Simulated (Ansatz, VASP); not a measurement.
Ta4O: VASP beside Ansatz

```xyz
5
Lattice="3.2035 0.0000 0.0000 0.0000 3.2035 0.0000 0.0000 0.0000 7.3779" Properties=species:S:1:pos:R:3 pbc="T T T"
Ta    0.0000    0.0000    3.6890
Ta    1.6017    1.6017    5.7656
Ta    1.6017    1.6017    1.6123
Ta    0.0000    0.0000    0.0000
O     1.6017    1.6017    3.6890
```

Alike in both runs: functional PBEsol; k mesh 6 × 6 × 4; occupations gaussian, width 0.1 eV; no spin polarisation.

Ansatz relaxed the structure, and its values are those at the end. VASP's run is a single point on that final structure, the one shown.

```csv
,VASP,Ansatz
version,VASP 6.6.1,Ansatz 0.2.0
potentials or method,"VASP PAW PBE potentials, release 64 (Ta_pv, O)","scalar-relativistic, plane waves, PAW"
plane-wave cutoff (eV),520,420
valence electrons in the cell,50,58
```

```csv
,VASP,Ansatz,Ansatz less VASP
gap on the k mesh at the Fermi level (eV),none,none,-
pressure (GPa),0.3,0.0,-0.35
rms of the force components (eV/Å),0.014,0.000,-0.0140
```

A gap of «none» marks a metal or a gap that the smearing closes. The functional is the same, so the differences come from potentials, cutoffs and numerics. The two sets of potentials don't hold the same shells in valence.

Caveats: the PAW data sets were made with another functional, which shifts forces and pressure a little (VASP). The runs have no spin-orbit coupling, so splittings on Ta are missing.
